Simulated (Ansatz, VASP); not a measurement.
# Cross-check of Ba2CeSnO6 between VASP and Ansatz, part 2 of 2

One calculation is typed for both programs; each brings its own data sets. How far apart do they land? The cell is taken from a series of runs on this material, whose earlier steps may have relaxed, scaled, displaced or heated it; both programs get it as it stands.

VASP 6.6.1 and Ansatz 0.2.0.

So far: The structure; VASP: G0W0 gap, PBE, DFT+U.

In doubt: one-shot GW on d or f shells is unsure, so the values of those runs are not to be relied on.

## 3. Ansatz: G0W0 gap, PBE, DFT+U

Level of this step: Ansatz beside VASP: Kohn-Sham DFT, plane waves, PBE, DFT+U (Ansatz).

Ansatz runs on its PAW soft_1 files.

The same cell, functional and mesh now go to Ansatz, which takes its cutoff from its data sets.

input.yaml

```yaml
crystal:
  lattice:
    - [0.0, 4.32948904, 4.32948904]
    - [4.32948904, 0.0, 4.32948904]
    - [4.32948904, 4.32948904, 0.0]
  atoms:
    - { symbol: Ba, position: [0.25, 0.25, 0.25] }
    - { symbol: Ba, position: [0.75, 0.75, 0.75] }
    - { symbol: Ce, position: [0.0, 0.0, 0.0] }
    - { symbol: Sn, position: [0.5, 0.5, 0.5] }
    - { symbol: O, position: [0.74212518, 0.25787482, 0.25787482] }
    - { symbol: O, position: [0.25787482, 0.74212518, 0.74212518] }
    - { symbol: O, position: [0.25787482, 0.74212518, 0.25787482] }
    - { symbol: O, position: [0.74212518, 0.25787482, 0.74212518] }
    - { symbol: O, position: [0.25787482, 0.25787482, 0.74212518] }
    - { symbol: O, position: [0.74212518, 0.74212518, 0.25787482] }
kpoints:
  mp_grid: { grid: [2, 2, 2] }
hamiltonian:
  xc: pbe
  hubbard:
    projectors: ortho-atomic
    sites: [{ species: Ce, l: f, u_eff: 4.0 }]
  pseudopotentials: { kind: paw, azcp: { folder: soft_1 } }
scf:
  occupations: { method: fixed }
gw:
  n_empty_bands: 677
  ecut_chi: 150.0
  qp_bands: [v3, c3]
  qp_kpoints: band_edges
  screening: { model: contour_deformation }
```

Launch:

```console
$ ansatz run input.yaml --threads 2 --pin off --max-ram 92160MiB --backend cuda --events-out ev --progress --plain --runs-dir out --devices 1 --max-vram 13GiB
```

Numbers of over 12 decimals in the logs are rounded to 6 here.

The log of the run:

```text
GPUs: using 1 of 1 available (devices: 1).
Engine: ansatz 0.2.0, x86_64-unknown-linux-gnu
Pseudopotentials: kind: paw
Pseudopotential: Ba, paw, valence charge 10, recommended cutoff 420 eV (normal), soft_1/Ba.paw.azcp
Pseudopotential: Ce, paw, valence charge 12, recommended cutoff 420 eV (normal), soft_1/Ce.paw.azcp
Pseudopotential: Sn, paw, valence charge 14, recommended cutoff 420 eV (normal), soft_1/Sn.paw.azcp
Pseudopotential: O, paw, valence charge 6, recommended cutoff 420 eV (normal), soft_1/O.paw.azcp
Functional definition: PBE
  parameter kappa = 0.804
  parameter beta = 0.066725
  exchange = pbe_x(kappa = kappa, mu = beta*pi^2/3)
  correlation = pbe_c(beta = beta)
device memory: the entry about to start is reckoned to put 2.5 GiB on a device that reports 40.2 GiB free (of which the cap on the GPU budget leaves the run 13.0 GiB)
GPU FFT provider: cuFFT
GPU libraries: cuBLAS 13.8.2, cuFFT 12.4.0, cuSOLVER 12.3.4
Crystal: 10 atoms, lattice volume = 162.308 Å³
Basis set: ecut = 420 eV, 3143 PW (Γ)
Bands: 51, of which v1, the nominal top of the filled ones, is band 41 counted from 1 (40 counted from 0)
Symmetry: 48 space group operations
Space group: Fm-3m (ITA 225), of the structure as read, at distance tolerance 5.5e-5 Å
k-points: 3 of 8
Non-local potential: Ba, projectors of the file, l = 0: 3, l = 1: 2, l = 2: 2, l = 3: 2
Non-local potential: Ce, projectors of the file, l = 0: 3, l = 1: 2, l = 2: 2, l = 3: 3
Non-local potential: Sn, projectors of the file, l = 0: 2, l = 1: 2, l = 2: 2, l = 3: 1
Non-local potential: O, projectors of the file, l = 0: 2, l = 1: 2, l = 2: 1
PAW form: soft (Blöchl's): semilocal exchange-correlation on the pseudo side does not see the compensation charge
PAW one-centre angular grid: Ba, 194 points (default); XC on 64 Gauss nodes
PAW one-centre angular grid: Ce, 590 points (default); XC on 64 Gauss nodes
PAW one-centre angular grid: Sn, 590 points (default); XC on 64 Gauss nodes
PAW one-centre angular grid: O, 110 points (default); XC on 64 Gauss nodes
Initial density: superposition of atomic densities (chi_scale 0.1, normalization cell, long waves of neutral atoms under a Hubbard term (reshape's long-wave potential 0.01 eV rms, cloud 2.81 Å wide))
Initial wavefunctions: pseudopotential atomic-orbital guess
GPU buffer pool allocated for 91125 grid points (all kernels)
GPU transforms: local potential and band sums: pruned to the plane-wave sphere, on 45×45×45
Functional: x = pbe(κ = 0.804, μ = 0.219515), c = pbe(β = 0.066725)
SCF iter   1: F=—  HF=-27916.757062 eV  |F-HF|=—  |Δ(HF+E_count)|=         —  Δρ=6.11e-2  dr2=1.10e1  ethr=3.10e-3  ⟨swp⟩=4.0  Hψ=548  notcnv=0  defer=14
preconditioner: auto → Resta (q_TF=auto, 2.435 Å⁻¹)  ε∞=5.4  [insulator: Δε(μ)=2.144 eV  Ē_g=12.073 eV  n_scr=50 (ndim 8)  ℏωp=25.4 eV  f_vac=0.000  ε∞_Penn≈5.4]
SCF iter   2: F=—  HF=-27915.011874 eV  |F-HF|=—  |Δ(HF+E_count)|=    1.75e0  Δρ=3.90e-2  dr2=2.88e0  ethr=3.10e-3  ⟨swp⟩=2.3  Hψ=256  notcnv=0  defer=9
SCF iter   3: F=—  HF=-27914.545180 eV  |F-HF|=—  |Δ(HF+E_count)|=   4.67e-1  Δρ=2.62e-2  dr2=1.98e0  ethr=3.10e-3  ⟨swp⟩=4.0  Hψ=326  notcnv=0  defer=11
SCF iter   4: F=—  HF=-27914.306877 eV  |F-HF|=—  |Δ(HF+E_count)|=   2.38e-1  Δρ=7.14e-3  dr2=1.04e-1  ethr=2.41e-3  ⟨swp⟩=2.3  Hψ=256  notcnv=0  defer=9
SCF iter   5: F=—  HF=-27914.302565 eV  |F-HF|=—  |Δ(HF+E_count)|=   4.31e-3  Δρ=2.99e-3  dr2=1.38e-2  ethr=1.26e-4  ⟨swp⟩=3.3  Hψ=264  notcnv=0  defer=10
SCF iter   6: F=—  HF=-27914.308986 eV  |F-HF|=—  |Δ(HF+E_count)|=   6.42e-3  Δρ=1.17e-3  dr2=2.63e-3  ethr=1.68e-5  ⟨swp⟩=3.0  Hψ=261  notcnv=0  defer=22
SCF iter   7: F=—  HF=-27914.309056 eV  |F-HF|=—  |Δ(HF+E_count)|=   7.00e-5  Δρ=1.31e-4  dr2=3.55e-5  ethr=3.21e-6  ⟨swp⟩=2.7  Hψ=283  notcnv=0  defer=17
SCF iter   8: F=—  HF=-27914.309092 eV  |F-HF|=—  |Δ(HF+E_count)|=   3.58e-5  Δρ=1.08e-4  dr2=2.63e-5  ethr=4.33e-8  ⟨swp⟩=2.0  Hψ=207  notcnv=0  defer=12
SCF iter   9: F=—  HF=-27914.309090 eV  |F-HF|=—  |Δ(HF+E_count)|=   2.42e-6  Δρ=1.33e-5  dr2=4.95e-7  ethr=3.21e-8  ⟨swp⟩=2.0  Hψ=252  notcnv=0  defer=20
SCF iter  10: F=-27914.309090 eV  HF=-27914.309090 eV  |F-HF|=1.92e-9  |Δ(HF+E_count)|=   2.84e-8  Δρ=2.22e-6  dr2=9.36e-9  ethr=1.22e-10  ⟨swp⟩=13.0  Hψ=622  notcnv=0
SCF 1 converged in 10 iterations: F = -27914.309090 eV  dr2 = 9.36e-9
  greatest PAW one-centre occupation: 0.996 electrons in one spin orbital (limit 2), on the Sn atom at site 3 (counted from 0), in its partial waves of l = 2
device memory: the entry about to start is reckoned to put 3.1 GiB on a device that reports 40.1 GiB free (of which the cap on the GPU budget leaves the run 13.0 GiB)
NSCF: frozen V_eff on 3 k-points
the band table was solved once the SCF had ended and its energy, with any forces and stress, was formed, with the checks that follow a solve (456 applications of the Hamiltonian). They found nothing against the state; the energy, forces and stress were not computed again (output.eigenvalues in the input reference)
device memory: the entry about to start is reckoned to put 4.0 GiB on a device that reports 40.1 GiB free (of which the cap on the GPU budget leaves the run 13.0 GiB)
NSCF: frozen V_eff on 3 k-points
G₀W₀ screening: q 1/3
[... further progress lines ...]
device memory: the entry about to start is reckoned to put 1.1 GiB on a device that reports 40.0 GiB free (of which the cap on the GPU budget leaves the run 13.0 GiB)
NSCF: frozen V_eff on 1 k-points
device memory: the entry about to start is reckoned to put 1.1 GiB on a device that reports 40.0 GiB free (of which the cap on the GPU budget leaves the run 13.0 GiB)
NSCF: frozen V_eff on 1 k-points
SCF converged after 10 iterations
Free energy (F): -27914.309090 eV
Harris-Foulkes:  -27914.309090 eV  (|F-HF|=1.92e-9)
Internal energy: -27914.309090 eV  (E = F + TS)
E sigma→0 (E₀):  -27914.309090 eV
Fermi energy:    8.998071 eV
--- Per-component energies (eV) ---
  E_band       = -99.395064
  E_kinetic    = 1743.090343
  E_local      = -4195.913542  (includes V_loc(G=0)·N_el)
  E_nonlocal   = 735.090722
  E_hartree    = 1714.847961
  E_xc         = -1104.813868
  E_vxc        = -1065.084992  (∫ρ·V_xc dr)
  E_hubbard    = 1.596369  (on-site DFT+U / exact-exchange correction)
  E_vhub       = 1.443171  (the Hubbard potential's part of the band-sum identity)
  E_paw        = -21308.146312  (= ΣΔE_a)
  E_vpaw       = -747.723096  (= ΣTr[D̂ρ^β])
  E_aug_tail   = 0.004922  (compensation charges beyond the density's cutoff)
  E_ewald      = -5500.065685
  E_smearing   = -0.000000  (= −TS)
  E_closure    = 0.000000  (closes the sum)
  Σ components = -27914.309090   (vs F -27914.309090, Δ=0.00e0)
--- Band table (eV) ---
  k-point 0: bands = [... 37 lower, 8.3094, 8.9981, 8.9981, 8.9981, 11.7910, 11.8718, 11.8718, 11.8718, ... 6 higher]
  k-point 1: bands = [... 37 lower, 8.4827, 8.4895, 8.7773, 8.7773, 11.5860, 11.7895, 11.8336, 11.8336, ... 6 higher]
  k-point 2: bands = [... 37 lower, 8.1984, 8.4062, 8.4062, 8.9547, 11.7662, 11.7913, 11.8036, 11.8036, ... 6 higher]
Occupation matrices written to <dir>
--- G₀W₀: contour deformation, 6 samples at zero and on the imaginary axis and 1 off it, 8 q-points, 677 empty bands' worth ---
  eigenvalues of the whole cell's RPA ε∞ on this k-mesh (on a slab, of 1 + 4πα/V) = 4.8040, 4.8040, 4.8040; static W/v taken at q = 0 is 0.208162
  bands read: the sum over 718 bands ends inside a degenerate multiplet in 2 slots, whose members it reads at an even weight; the widest, k=0: bands 717 to 719 (counted from 1) at 2/3 each
  gw.qp_kpoints: band_edges: 3 of 3 stored k-points solved, in 1 pass; an edge of the gap read off the rows below is read off those points alone
  `?` marks the rows in doubt; gw_qp.tsv's column doubts and the gw_qp event give each row's grounds
    ik  band        ε_KS         Σx   Σc(E_QP)       V_xc       Z   E_QP_lin       E_QP  E_QP is
     0    39      8.9981   -25.6227     4.7340   -20.2828  0.7258     8.3852     8.3922  root
     0    40      8.9981   -25.6227     4.7340   -20.2828  0.7258     8.3852     8.3922  root
     0    41      8.9981   -25.6227     4.7340   -20.2828  0.7258     8.3852     8.3922  root
     0    42     11.7910   -22.9702   -11.9311   -36.1403  0.5685    13.1327    13.0300  root ?
     0    43     11.8718   -23.6609   -11.6513   -36.6418  0.5684    13.3219    13.2014  root ?
     0    44     11.8718   -23.6609   -11.6513   -36.6418  0.5684    13.3219    13.2014  root ?
     1    39      8.4895   -25.1113     4.5385   -19.9251  0.7189     7.8329     7.8419  root
     1    40      8.7773   -26.5523     3.8248   -22.2716  0.7335     8.3181     8.3215  root
     1    41      8.7773   -26.5523     3.8248   -22.2716  0.7335     8.3181     8.3215  root
     1    42     11.5860   -24.1730   -10.4590   -36.1084  0.5964    13.1861    13.0623  root ?
     1    43     11.7895   -22.9192   -11.8988   -36.0545  0.5692    13.1280    13.0260  root ?
     1    44     11.8336   -23.5680   -11.6646   -36.5725  0.5706    13.2940    13.1735  root ?
     2    39      8.4062   -25.3085     4.3810   -20.3085  0.7257     7.7793     7.7872  root
     2    40      8.4062   -25.3085     4.3810   -20.3085  0.7257     7.7793     7.7872  root
     2    41      8.9547   -25.4572     4.7032   -20.1396  0.7260     8.3330     8.3403  root
     2    42     11.7662   -24.2151   -10.8494   -36.5073  0.5838    13.3400    13.2089  root ?
     2    43     11.7913   -22.9272   -11.9033   -36.0665  0.5691    13.1293    13.0272  root ?
     2    44     11.8036   -23.7837   -11.4134   -36.5660  0.5748    13.2954    13.1725  root ?
```

Reading the cycles: dr2 is the Hartree energy of the density residual (eV), the measure of convergence; HF is the Harris–Foulkes estimate of the energy, which meets the free energy F at convergence.

## 4. Differences

Known differences besides the potentials themselves: U acts on the PAW sphere in VASP and on atomic orbitals in Ansatz, so only states and trends compare; fixed occupations in Ansatz, narrow Gaussian smearing in VASP; the cutoff is 420 eV in Ansatz and 440 eV in VASP; Ansatz integrates over frequency by contour deformation, VASP on a grid of NOMEGA points; Ansatz's G0W0 levels solve the quasiparticle equation, VASP's are linearised. Total energies have different zeros and are not compared.

Compared:

```tsv
quantity	Ansatz	VASP	difference
G0W0 gap on the mesh (eV)	4.63	4.86	-0.23
Kohn-Sham gap under it (eV)	2.59	2.78	-0.19
```

## 5. What came out

```json
{"difference in G0W0 gap on the mesh (G0W0 gap, PBE, DFT+U)": "-0.23 eV"}
```

The difference in G0W0 gap on the mesh is -0.23 eV (G0W0 gap, PBE, DFT+U). Part of the difference in the G0W0 gap can come from VASP's linearised levels. How closely two codes agree says nothing of how well the functional describes the real material.

[Lines on the potential files, build, host, timing and source positions are cut from VASP's logs without a mark.]

[Logs are printed without paths, hosts, clocks, repeated set-up lines and the standing remarks that a program may print on its own settings, such as how far it seeks lower states.]

[Hosts, paths, dates, database ids (printed as entryN), source tags and the programs' standing remarks are cut or masked in the printed files.]
